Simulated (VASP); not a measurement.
Input of a VASP 6.6.1 run:

The input INCAR:

```
PREC = Normal ; ENCUT = 520
EDIFF = 1E-4 ; ISMEAR = 0
SIGMA = 0.15 ; LREAL = False
LASPH = True ; NELM = 60
ALGO = Fast ; ISIF = 3
LWAVE = False ; LCHARG = False
GGA = PE ; IBRION = 2
NSW = 24 ; EDIFFG = -0.08
```

Contents of KPOINTS:

```
regular mesh
0
Gamma
  4 4 4
```

Contents of POSCAR:

```
Sn2C
1.0
    0.0000000000      4.4408080100      4.4408080100
    4.4408080100      0.0000000000      4.4408080100
    4.4408080100      4.4408080100      0.0000000000
Sn C
4 2
Direct
    0.1250000000      0.1250000000      0.1250000000
    0.6250000000      0.1250000000      0.1250000000
    0.1250000000      0.1250000000      0.6250000000
    0.1250000000      0.6250000000      0.1250000000
    0.5000000000      0.5000000000      0.5000000000
    0.7500000000      0.7500000000      0.7500000000
```

Potentials or basis: VASP PAW PBE potentials, release 64 (Sn_d, C).

Command:

```sh
$ cat potpaw_PBE.64/Sn_d/POTCAR potpaw_PBE.64/C/POTCAR > POTCAR
$ mpirun -np 1 vasp_std > vasp.out
```

Question: Predict the space group after relaxing (to 0.05 Å).

Answer: Fd-3m (No. 227).

Question: What does it give for the band gap on the k mesh?

Answer: None (metal or under the smearing width).

Question: Predict the relaxed cell.

Answer: a = 5.941 Å, b = 5.941 Å, c = 5.941 Å, α = 60.00°, β = 60.00°, γ = 60.00°.

Question: Estimate the relaxed volume.

Answer: 24.71 Å³/atom.

Final structure:
```
Sn C
1.0
     0.00000    4.20083    4.20083
     4.20083    0.00000    4.20083
     4.20083    4.20083    0.00000
Sn C
4 2
Direct
  0.12500 0.12500 0.12500
  0.62500 0.12500 0.12500
  0.12500 0.12500 0.62500
  0.12500 0.62500 0.12500
  0.50000 0.50000 0.50000
  0.75000 0.75000 0.75000
```

Caveat: the volume moved by over 15 % at a fixed basis, so the end points are rough.
